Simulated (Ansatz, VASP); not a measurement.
## Ca2Al2Si9N8O11 (oxynitride glass): VASP beside Ansatz

One calculation is typed for both programs; each brings its own data sets. How far apart do they land? Of the first pair: The structure shown is the start of the Ansatz relaxation below; VASP solves that cell, so the two are compared at the walk's first step.

Calculated with Ansatz 0.2.0; plane waves, with VASP 6.6.1 beside it; single point at PBE.

### Step 1. The starting structure

The cell holds 32 atoms: 9 Si, 2 Al, 2 Ca, 11 O and 8 N. Its edges and angles: a = 7.247 Å, b = 7.247 Å, c = 7.247 Å, α = 90.0°, β = 90.0°, γ = 90.0°. As first built, before any earlier steps moved the atoms (in the runner's words): kind oxynitride glass; units_of_the_quenched_model {'SiO2': 3, 'Si3N4': 2, 'Al2O3': 1, 'CaO': 2}; melt_K 3000; rate_K_ps 20; atoms 32.

Structure file:

```xyz
32
Lattice="7.2474 0.0000 0.0000 0.0000 7.2474 0.0000 0.0000 0.0000 7.2474" Properties=species:S:1:pos:R:3 pbc="T T T"
Si    7.2429    4.8842    1.6024
Si    2.2613    1.0842    2.0471
Si    0.2808    1.4775    6.9066
Si    2.5717    5.3237    3.1465
Si    4.9874    0.5838    5.9267
Si    4.6403    3.2427    2.2098
Si    5.4081    5.4490    4.0450
Si    2.9781    2.5551    6.8755
Si    5.5442    3.7381    6.6032
Al    0.5165    5.7447    5.9136
Al    2.2019    0.3601    4.9204
Ca    0.2658    2.7084    4.2013
Ca    5.6971    0.4665    1.9070
O     2.1035    1.4817    3.5912
O     2.7541    6.7530    2.3235
O     5.3098    6.8127    7.0957
O     1.4011    2.7732    6.5224
O     3.9165    3.7846    6.4963
O     2.0927    5.8092    4.6227
O     0.7105    5.3838    0.3137
O     1.3159    4.4436    2.5756
O     5.4852    2.3219    3.1789
O     4.9573    6.9298    4.5014
O     6.4981    5.7452    2.8138
N     4.0951    4.5928    3.2067
N     5.9622    2.0398    6.3842
N     0.5655    0.3032    5.7163
N     5.9030    3.9132    1.0798
N     6.2799    4.6905    5.3264
N     3.3679    1.1316    6.0392
N     0.7746    1.1360    1.2392
N     3.4300    2.2395    1.3544
```

### Step 2. Ansatz: relaxation, PBE

Ansatz runs on its PAW soft_1 files.

The two programs are compared at the cell with which this relaxation starts, whose forces are those of its first step.

input.yaml

```yaml
crystal:
  lattice:
    - [7.2473955934, 0.0, 0.0]
    - [0.0, 7.2473955934, 0.0]
    - [0.0, 0.0, 7.2473955934]
  atoms:
    - { symbol: Si, position: [0.999375, 0.673924, 0.221107] }
    - { symbol: Si, position: [0.312018, 0.149597, 0.282459] }
    - { symbol: Si, position: [0.03874, 0.203865, 0.952971] }
    - { symbol: Si, position: [0.354838, 0.73457, 0.43416] }
    - { symbol: Si, position: [0.688165, 0.080547, 0.817767] }
    - { symbol: Si, position: [0.640276, 0.447435, 0.304916] }
    - { symbol: Si, position: [0.746208, 0.751852, 0.558133] }
    - { symbol: Si, position: [0.410919, 0.352557, 0.948686] }
    - { symbol: Si, position: [0.764987, 0.515781, 0.911112] }
    - { symbol: Al, position: [0.07127, 0.792663, 0.815967] }
    - { symbol: Al, position: [0.303817, 0.049692, 0.678922] }
    - { symbol: Ca, position: [0.036682, 0.373705, 0.579703] }
    - { symbol: Ca, position: [0.786083, 0.064369, 0.26313] }
    - { symbol: O, position: [0.290242, 0.204444, 0.49551] }
    - { symbol: O, position: [0.380018, 0.931782, 0.320597] }
    - { symbol: O, position: [0.732655, 0.940015, 0.979069] }
    - { symbol: O, position: [0.193324, 0.382642, 0.899965] }
    - { symbol: O, position: [0.540396, 0.522199, 0.896357] }
    - { symbol: O, position: [0.288755, 0.801552, 0.637849] }
    - { symbol: O, position: [0.098033, 0.742855, 0.043279] }
    - { symbol: O, position: [0.181574, 0.613137, 0.355377] }
    - { symbol: O, position: [0.756849, 0.320374, 0.438624] }
    - { symbol: O, position: [0.684014, 0.956177, 0.621108] }
    - { symbol: O, position: [0.896618, 0.792732, 0.388247] }
    - { symbol: "N", position: [0.565051, 0.633713, 0.44246] }
    - { symbol: "N", position: [0.822663, 0.281454, 0.880894] }
    - { symbol: "N", position: [0.078025, 0.04183, 0.788741] }
    - { symbol: "N", position: [0.814501, 0.539939, 0.148996] }
    - { symbol: "N", position: [0.866503, 0.647197, 0.734938] }
    - { symbol: "N", position: [0.464699, 0.156137, 0.833286] }
    - { symbol: "N", position: [0.10688, 0.156743, 0.170988] }
    - { symbol: "N", position: [0.473271, 0.309013, 0.186878] }
  symmetry: { detect: false }
kpoints:
  mp_grid: { grid: [2, 2, 2] }
scf:
  occupations: { method: fermi_dirac, width: 0.05 }
hamiltonian:
  xc: pbe
  pseudopotentials: { kind: paw, azcp: { folder: soft_1 } }
output:
  forces: true
  stress: true
relax:
  f_tol: 0.04
  max_steps: 100
  escape_saddle: false
  cell: { stress_tol: 0.4, fix: [] }
```

Launch:

```console
$ ansatz run input.yaml --threads 4 --pin off --max-ram 14336MiB --backend cpu --events-out ev --progress --plain --runs-dir out
```

Numbers of over 12 decimals in the logs are rounded to 6 here.

What it wrote:

```text
Engine: ansatz 0.2.0, aarch64-unknown-linux-gnu
Pseudopotentials: kind: paw
Pseudopotential: Si, paw, valence charge 4, recommended cutoff 420 eV (normal), soft_1/Si.paw.azcp
Pseudopotential: Al, paw, valence charge 3, recommended cutoff 420 eV (normal), soft_1/Al.paw.azcp
Pseudopotential: Ca, paw, valence charge 10, recommended cutoff 420 eV (normal), soft_1/Ca.paw.azcp
Pseudopotential: O, paw, valence charge 6, recommended cutoff 420 eV (normal), soft_1/O.paw.azcp
Pseudopotential: N, paw, valence charge 5, recommended cutoff 420 eV (normal), soft_1/N.paw.azcp
Functional definition: PBE
  parameter kappa = 0.804
  parameter beta = 0.066725
  exchange = pbe_x(kappa = kappa, mu = beta*pi^2/3)
  correlation = pbe_c(beta = beta)
Crystal: 32 atoms, lattice volume = 380.668 Å³
Basis set: ecut = 420 eV, 7441 PW (Γ), exchange–correlation on 100×100×100 points (8 copies of the dense FFT grid, shifted against one another)
Bands: 116, of which v1, the nominal top of the filled ones, is band 84 counted from 1 (83 counted from 0)
Symmetry: 1 space group operations
k-points: 8
Non-local potential: Si, projectors of the file, l = 0: 2, l = 1: 2, l = 2: 1
Non-local potential: Al, projectors of the file, l = 0: 2, l = 1: 2, l = 2: 1
Non-local potential: Ca, projectors of the file, l = 0: 3, l = 1: 2, l = 2: 2
Non-local potential: O, projectors of the file, l = 0: 2, l = 1: 2, l = 2: 1
Non-local potential: N, projectors of the file, l = 0: 2, l = 1: 2, l = 2: 1
PAW form: soft (Blöchl's): semilocal exchange-correlation on the pseudo side does not see the compensation charge
PAW one-centre angular grid: Si, 110 points (default); XC on 64 Gauss nodes
PAW one-centre angular grid: Al, 110 points (default); XC on 64 Gauss nodes
PAW one-centre angular grid: Ca, 110 points (default); XC on 64 Gauss nodes
PAW one-centre angular grid: O, 110 points (default); XC on 64 Gauss nodes
PAW one-centre angular grid: N, 110 points (default); XC on 64 Gauss nodes
Initial density: superposition of atomic densities (chi_scale 0.1, normalization cell, long waves kept (reshape's long-wave potential 0.41 eV rms))
Initial wavefunctions: pseudopotential atomic-orbital guess
Functional: x = pbe(κ = 0.804, μ = 0.219515), c = pbe(β = 0.066725)
SCF iter   1: F=—  HF=-19806.131406 eV  |F-HF|=—  |Δ(HF+E_count)|=         —  Δρ=1.27e-1  dr2=8.41e1  ethr=3.10e-3  ⟨swp⟩=12.1  Hψ=5488  notcnv=0  defer=94
preconditioner: auto → Resta (q_TF=auto, 2.381 Å⁻¹)  ε∞=4.0  [insulator: Δε(μ)=2.472 eV  Ē_g=13.621 eV  σ=0.050 eV  W_gap=1.00  n_scr=80 (ndim 8)  ℏωp=23.5 eV  f_vac=0.012  D(μ)=0.00/eV (n_scr^D=0)  ε∞_Penn≈4.0]
SCF iter   2: F=—  HF=-19782.397572 eV  |F-HF|=—  |Δ(HF+E_count)|=    2.37e1  Δρ=4.65e-2  dr2=1.11e1  ethr=3.10e-3  ⟨swp⟩=3.2  Hψ=2039  notcnv=0  defer=179
SCF iter   3: F=—  HF=-19779.704871 eV  |F-HF|=—  |Δ(HF+E_count)|=    2.69e0  Δρ=2.12e-2  dr2=2.43e0  ethr=3.10e-3  ⟨swp⟩=4.1  Hψ=2646  notcnv=0  defer=213
SCF iter   4: F=—  HF=-19779.176912 eV  |F-HF|=—  |Δ(HF+E_count)|=   5.28e-1  Δρ=7.33e-3  dr2=2.10e-1  ethr=1.45e-3  ⟨swp⟩=5.4  Hψ=2194  notcnv=0  defer=206
SCF iter   5: F=—  HF=-19779.160514 eV  |F-HF|=—  |Δ(HF+E_count)|=   1.64e-2  Δρ=3.09e-3  dr2=3.44e-2  ethr=1.25e-4  ⟨swp⟩=3.8  Hψ=1467  notcnv=0  defer=203
SCF iter   6: F=—  HF=-19779.167349 eV  |F-HF|=—  |Δ(HF+E_count)|=   6.83e-3  Δρ=9.74e-4  dr2=4.35e-3  ethr=2.05e-5  ⟨swp⟩=2.5  Hψ=1478  notcnv=0  defer=201
SCF iter   7: F=—  HF=-19779.170028 eV  |F-HF|=—  |Δ(HF+E_count)|=   2.68e-3  Δρ=6.39e-4  dr2=1.35e-3  ethr=2.59e-6  ⟨swp⟩=2.0  Hψ=1255  notcnv=0  defer=201
SCF iter   8: F=—  HF=-19779.170125 eV  |F-HF|=—  |Δ(HF+E_count)|=   9.77e-5  Δρ=1.52e-4  dr2=1.07e-4  ethr=8.04e-7  ⟨swp⟩=2.0  Hψ=1297  notcnv=0  defer=201
SCF iter   9: F=—  HF=-19779.170264 eV  |F-HF|=—  |Δ(HF+E_count)|=   1.39e-4  Δρ=7.73e-5  dr2=2.15e-5  ethr=6.38e-8  ⟨swp⟩=2.0  Hψ=1361  notcnv=0  defer=201
SCF iter  10: F=—  HF=-19779.169237 eV  |F-HF|=—  |Δ(HF+E_count)|=   1.03e-3  Δρ=3.81e-5  dr2=5.08e-6  ethr=1.28e-8  ⟨swp⟩=2.0  Hψ=1440  notcnv=0  defer=201
SCF iter  11: F=—  HF=-19779.169238 eV  |F-HF|=—  |Δ(HF+E_count)|=   9.88e-7  Δρ=9.90e-6  dr2=4.75e-7  ethr=3.02e-9  ⟨swp⟩=2.0  Hψ=1335  notcnv=0  defer=201
SCF iter  12: F=-19779.169238 eV  HF=-19779.169238 eV  |F-HF|=2.68e-8  |Δ(HF+E_count)|=   5.34e-7  Δρ=4.63e-6  dr2=9.35e-8  ethr=5.95e-11  ⟨swp⟩=5.0  Hψ=3263  notcnv=0
SCF 1 converged in 12 iterations: F = -19779.169238 eV  dr2 = 9.35e-8
  greatest PAW one-centre occupation: 0.995 electrons in one spin orbital (limit 2), on the Ca atom at site 12 (counted from 0), in its partial waves of l = 0
relax step   1: F+E_penalty+E_count = -19779.16923822 eV  Δ(F+E_penalty+E_count) = +0.000e0 eV  max|allowed force component| = 2.491e0 eV/Å  Δτ_max = 0.0000 Å  P = +4.039 GPa  Ω = 380.668 Å³  (12 SCF iters, dr2 threshold 1.00e-7 eV, accepted)
[...]
relax step   7: F+E_penalty+E_count = -19780.79619671 eV  Δ(F+E_penalty+E_count) = -1.267e-3 eV  max|allowed force component| = 2.846e-2 eV/Å  Δτ_max = 0.0101 Å  P = +0.002 GPa  Ω = 385.367 Å³  energy of the carried Pulay correction = -8.521e-3 eV  (6 SCF iters, dr2 threshold 1.55e-7 eV, accepted)
[...]
relax step   8: F+E_penalty+E_count = -19780.82228260 eV  Δ(F+E_penalty+E_count) = -2.609e-2 eV  max|allowed force component| = 2.856e-2 eV/Å  Δτ_max = 0.0000 Å  P = +0.114 GPa  Ω = 385.367 Å³  stress off target by 3.53e-1 GPa  SCF on the basis re-selected at this cell (its energy is not comparable with the rows above)  (5 SCF iters)
basis re-selected at this cell: Δ(F+E_penalty+E_count) = -2.609e-2 eV, ΔP = +0.111 GPa vs the last step (what re-selecting the basis moved, of the pressure what is left beyond the Pulay correction that the steps carried, after the strain that the cell walked since its last selection, with what the two solves' SCF thresholds leave and, on support functions, any second-order correction that the steps lacked; it is no m [...]
SCF converged after 5 iterations
Free energy (F): -19780.822283 eV
Harris-Foulkes:  -19780.822283 eV  (|F-HF|=7.62e-9)
Internal energy: -19780.822283 eV  (E = F + TS)
E sigma→0 (E₀):  -19780.822283 eV
Fermi energy:    7.937772 eV
--- Per-component energies (eV) ---
  E_band       = -470.731625
  E_kinetic    = 3897.419940
  E_local      = -8503.882080  (includes V_loc(G=0)·N_el)
  E_nonlocal   = 1244.065233
  E_hartree    = 3075.473324
  E_xc         = -2124.245094
  E_vxc        = -2442.540806  (∫ρ·V_xc dr)
  E_paw        = -10097.974339  (= ΣΔE_a)
  E_vpaw       = -816.756798  (= ΣTr[D̂ρ^β])
  E_aug_tail   = 0.016240  (compensation charges beyond the density's cutoff)
  E_ewald      = -7271.695506
  E_smearing   = -0.000000  (= −TS)
  E_closure    = 0.000000  (closes the sum)
  Σ components = -19780.822283   (vs F -19780.822283, Δ=0.00e0)
--- Forces (eV/Å), atoms counted from 1 ---
  atom   1  Si     0.00828333    -0.00499608    -0.00654236
  atom   2  Si    -0.00381046    -0.00258198    -0.02856483
  atom   3  Si     0.01249412    -0.00604998    -0.00147320
  atom   4  Si    -0.00864116     0.00788305     0.00799914
  atom   5  Si     0.00336646    -0.00532807    -0.00738924
  atom   6  Si     0.00032054    -0.00040888    -0.00647189
  atom   7  Si    -0.00396990     0.00785449     0.00359661
  atom   8  Si    -0.00570641    -0.00218449    -0.00094827
  atom   9  Si     0.00505408     0.00056277    -0.00770677
  atom  10  Al    -0.00758145    -0.00271813     0.01106382
  atom  11  Al     0.00858715    -0.00176922     0.00182627
  atom  12  Ca    -0.01180993     0.01081179    -0.00014514
  atom  13  Ca    -0.00448725     0.00089145    -0.00443610
  atom  14  O      0.00855255    -0.00473069     0.00185776
  atom  15  O      0.00508259    -0.00525078     0.00082022
  atom  16  O     -0.00141264     0.00674650    -0.00087100
  atom  17  O     -0.00351849     0.00004251    -0.00199567
  atom  18  O      0.00717972    -0.00167833    -0.00355441
  atom  19  O      0.00096109     0.00188308     0.00124882
  atom  20  O     -0.00099506     0.00081454     0.00443976
  atom  21  O      0.00760625     0.00060247     0.00564798
  atom  22  O     -0.00408614     0.00694666    -0.00027025
  atom  23  O     -0.00273076    -0.00798960     0.00141489
  atom  24  O     -0.00164485    -0.00809912     0.00024860
  atom  25  N      0.00246476     0.00350791    -0.00524561
  atom  26  N     -0.00466826     0.00334902     0.01744853
  atom  27  N     -0.00427588     0.00121736     0.00355066
  atom  28  N     -0.00194356     0.00476220    -0.00141813
  atom  29  N      0.00280020    -0.00583216    -0.00132750
  atom  30  N     -0.00219018     0.00190284     0.00421591
  atom  31  N     -0.00828423    -0.00076625     0.00533995
  atom  32  N      0.00899998     0.00059924     0.00764419
  max |Σ_I F_I| component: 5.86e-6 eV/Å
--- Stress (GPa, compression-positive) ---
        0.101884      -0.198561      -0.035884
       -0.198546       0.194663      -0.003228
       -0.035892      -0.003219       0.044803
  P = ⅓ Tr σ = 0.1138 GPa (1.138 kbar)
--- Relaxed structure (7 steps of the walk, 7 accepted, 1 SCFs on fresh bases) ---
  F+E_penalty+E_count = -19780.82228260 eV   max|allowed force component| = 2.856e-2 eV/Å   (the final SCF, on the basis selected at the relaxed cell)
  cell:  # Å, volume = 385.3668 Å³
    - [7.232255, -0.254544, -0.035815]
    - [-0.254544, 7.364190, -0.00458879]
    - [-0.035815, -0.00458879, 7.244611]
  atoms:
    - { symbol: Si, position: [0.997813, 0.675546, 0.222946] }
    - { symbol: Si, position: [0.293196, 0.153476, 0.282640] }
    - { symbol: Si, position: [0.047640, 0.198088, 0.955455] }
    - { symbol: Si, position: [0.351366, 0.745575, 0.430740] }
    - { symbol: Si, position: [0.693946, 0.072633, 0.832304] }
    - { symbol: Si, position: [0.635636, 0.454215, 0.303292] }
    - { symbol: Si, position: [0.751129, 0.749149, 0.561504] }
    - { symbol: Si, position: [0.422437, 0.336387, 0.947046] }
    - { symbol: Si, position: [0.772780, 0.502209, 0.905735] }
    - { symbol: Al, position: [0.064834, 0.805255, 0.820841] }
    - { symbol: Al, position: [0.301464, 0.057210, 0.678402] }
    - { symbol: Ca, position: [0.026606, 0.362173, 0.580631] }
    - { symbol: Ca, position: [0.758589, 0.059457, 0.271253] }
    - { symbol: O, position: [0.284184, 0.215907, 0.498440] }
    - { symbol: O, position: [0.382533, 0.941321, 0.312370] }
    - { symbol: O, position: [0.749095, 0.938593, 0.993938] }
    - { symbol: O, position: [0.204861, 0.374549, 0.894137] }
    - { symbol: O, position: [0.548689, 0.514781, 0.875371] }
    - { symbol: O, position: [0.282804, 0.808739, 0.639760] }
    - { symbol: O, position: [0.111733, 0.750137, 0.047859] }
    - { symbol: O, position: [0.174379, 0.602921, 0.357048] }
    - { symbol: O, position: [0.752301, 0.328335, 0.437544] }
    - { symbol: O, position: [0.693931, 0.955086, 0.623839] }
    - { symbol: O, position: [0.902868, 0.802837, 0.388445] }
    - { symbol: N, position: [0.559925, 0.639965, 0.439249] }
    - { symbol: N, position: [0.837622, 0.279797, 0.871166] }
    - { symbol: N, position: [0.074960, 0.045917, 0.782870] }
    - { symbol: N, position: [0.807778, 0.543480, 0.143031] }
    - { symbol: N, position: [0.875843, 0.640195, 0.730206] }
    - { symbol: N, position: [0.476623, 0.143804, 0.837788] }
    - { symbol: N, position: [0.083868, 0.155320, 0.181355] }
    - { symbol: N, position: [0.466012, 0.311434, 0.184990] }
```

### Step 3. VASP: single point, PBE, start cell, pair 1

The same cell, functional, mesh and smearing now go to VASP, with its own data sets.

Lines of VASP's logs that name or quote its potential files are left out, and so is its time.

INCAR

```
SYSTEM = Ca2Al2Si9N8O11
PREC = Accurate
ENCUT = 520
EDIFF = 1E-06
NELM = 120
ISMEAR = -1
SIGMA = 0.05
LREAL = Auto
ALGO = Normal
GGA = PE
NBANDS = 108
LORBIT = 11
LWAVE = .FALSE.
LCHARG = .FALSE.
ISIF = 2
LASPH = .TRUE.
GGA_COMPAT = .FALSE.
EFERMI = MIDGAP
KPAR = 4
```

POSCAR

```
Ca2Al2Si9N8O11
1.0
    7.2473960000      0.0000000000      0.0000000000
    0.0000000000      7.2473960000      0.0000000000
    0.0000000000      0.0000000000      7.2473960000
Si Al Ca O N
9 2 2 11 8
Direct
    0.9993749479      0.6739239859      0.2211070017
    0.3120179993      0.1495970415      0.2824589687
    0.0387399833      0.2038649468      0.9529709705
    0.3548379308      0.7345699062      0.4341599383
    0.6881649630      0.0805469992      0.8177669607
    0.6402759005      0.4474349132      0.3049160002
    0.7462080173      0.7518519755      0.5581330177
    0.4109190391      0.3525569736      0.9486859832
    0.7649869001      0.5157809784      0.9111119359
    0.0712700120      0.7926629095      0.8159670039
    0.3038169847      0.0496920549      0.6789219190
    0.0366820027      0.3737049831      0.5797029719
    0.7860828910      0.0643690506      0.2631299573
    0.2902420400      0.2044440514      0.4955099735
    0.3800180092      0.9317819807      0.3205969427
    0.7326550115      0.9400150068      0.9790688959
    0.1933240574      0.3826419862      0.8999648977
    0.5403960264      0.5221990078      0.8963569812
    0.2887550232      0.8015518953      0.6378489598
    0.0980330039      0.7428549509      0.0432789929
    0.1815740440      0.6131369115      0.3553770209
    0.7568489427      0.3203739660      0.4386240244
    0.6840139548      0.9561769496      0.6211079124
    0.8966179025      0.7927318998      0.3882470338
    0.5650509507      0.6337129915      0.4424600229
    0.8226629261      0.2814539181      0.8808939100
    0.0780249899      0.0418300587      0.7887409492
    0.8145009601      0.5399390347      0.1489959980
    0.8665029481      0.6471970070      0.7349379005
    0.4646989070      0.1561370456      0.8332859140
    0.1068800435      0.1567430564      0.1709880349
    0.4732709514      0.3090129200      0.1868780180
```

KPOINTS

```
Automatic mesh
0
Gamma
2 2 2
0 0 0
```

The projector-augmented-wave data sets are Si, Al, Ca_sv, O and N (PBE family, release 64).

Launch:

```console
$ mpirun -np 4 vasp_std
```

What it wrote:

```text
[banner, memory and clock lines left out]
running    4 mpi-ranks, on    1 nodes
[...]
LDA part: xc-table for (Slater+PW92), standard interpolation
 POSCAR, INCAR and KPOINTS ok, starting setup
[...]
entering main loop
       N       E                     dE             d eps       ncg     rms          rms(c)
DAV:   1     0.118741654465E+04    0.11874E+04   -0.85347E+04  1728   0.147E+03
DAV:   2    -0.172998000567E+03   -0.13604E+04   -0.13205E+04  2168   0.357E+02
DAV:   3    -0.276929859281E+03   -0.10393E+03   -0.10334E+03  2184   0.104E+02
DAV:   4    -0.280012617167E+03   -0.30828E+01   -0.30748E+01  2616   0.165E+01
[...]
DAV:  15    -0.243379309458E+03   -0.68446E-05   -0.55481E-05  2152   0.317E-02    0.133E-02
DAV:  16    -0.243379313303E+03   -0.38450E-05   -0.11437E-05  1952   0.122E-02    0.557E-03
DAV:  17    -0.243379314231E+03   -0.92845E-06   -0.49155E-06  1848   0.852E-03
   1 F= -.24337931E+03 E0= -.24337931E+03  d E =-.348730E-13
```

Parts of OUTCAR (step 3):

```text
  Total        2.7042289     15.4217275     11.2201202    -13.0864957     -0.8062983     -5.2930923
  in kB       11.3817243     64.9079107     47.2239288    -55.0792445     -3.3935975    -22.2778911
  external PRESSURE =      41.1711879 kB  Pullay stress =       0.0000000 kB

 POSITION                                       TOTAL-FORCE (eV/Angst)
 -----------------------------------------------------------------------------------
      7.24287      4.88419      1.60245        -0.680541     -1.234429      0.292518
      2.26132      1.08419      2.04709        -1.234324      0.027805     -1.424943
      0.28076      1.47749      6.90656         1.513608     -0.661321      0.552217
      2.57165      5.32372      3.14653         0.234194      1.133251     -1.163706
      4.98740      0.58376      5.92668        -0.831920      0.750735      1.533574
      4.64033      3.24274      2.20985        -0.283020      0.618833     -0.952765
      5.40806      5.44897      4.04501        -0.175720     -1.146636      0.121777
      2.97809      2.55512      6.87550         0.489449     -2.522269      0.956715
      5.54416      3.73807      6.60319         0.265363     -0.676122      0.618569
      0.51652      5.74474      5.91364        -0.522925      1.186437     -0.510379
      2.20188      0.36014      4.92042        -0.136835      0.353648      0.731474
      0.26585      2.70839      4.20134        -0.401464     -0.448910     -0.126425
      5.69705      0.46651      1.90701        -0.189826     -0.026977     -0.673920
      2.10350      1.48169      3.59116        -0.438202      1.150174      0.926840
[...]
-----------------------------------------------------------------------------------
    total drift:                               -0.004608      0.011081     -0.003769

  FREE ENERGIE OF THE ION-ELECTRON SYSTEM (eV)
  ---------------------------------------------------
  free  energy   TOTEN  =      -243.3793142314 eV

  energy  without entropy=     -243.3793142314  energy(sigma->0) =     -243.37931423

[... 3 further parts left out ...]
[key lines of the parts left out:]
E-fermi :   6.2574
```

The run ends at a pressure of 4.12 GPa, with forces up to 2.7 eV/Å.

(Part 1 of 2 ends here.)

[Lines on the potential files, build, host, timing and source positions are cut from VASP's logs without a mark.]

[Logs are printed without paths, hosts, clocks, repeated set-up lines and the standing remarks that a program may print on its own settings, such as how far it seeks lower states.]

[Hosts, paths, dates, database ids (printed as entryN), source tags and the programs' standing remarks are cut or masked in the printed files.]
